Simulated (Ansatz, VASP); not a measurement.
NaAl3 in VASP and in Ansatz

```xyz
4
Lattice="-2.2022 2.2022 4.0066 2.2022 -2.2022 4.0066 2.2022 2.2022 -4.0066" Properties=species:S:1:pos:R:3 pbc="T T T"
Al    0.0000    0.0000    4.0066
Al    2.2022    0.0000    2.0033
Al    0.0000    2.2022    2.0033
Na    0.0000    0.0000    0.0000
```

Change from the starting cell: volume scaled by 1.02.

Alike in both runs: task single point; functional PBE; k mesh 9 × 9 × 9; occupations fermi-dirac, width 0.05 eV; no spin polarisation.

|  | VASP | Ansatz |
| --- | --- | --- |
| version | VASP 6.6.1 | Ansatz 0.2.0 |
| potentials or method | VASP PAW PBE potentials, release 64 (Al, Na_pv) | Ansatz PAW |
| plane-wave cutoff (eV) | 520 | 420 |
| valence electrons in the cell | 16 | 18 |

|  | VASP | Ansatz | Ansatz less VASP |
| --- | --- | --- | --- |
| gap on the k mesh at the Fermi level (eV) | none | none | - |
| pressure (GPa) | -1.0 | -1.0 | -0.01 |
| largest component of the traceless stress (GPa) | 0.82 | 0.82 | +0.006 |

A gap of «none» marks a metal or a gap that the smearing closes. The two sets of potentials don't hold the same shells in valence.
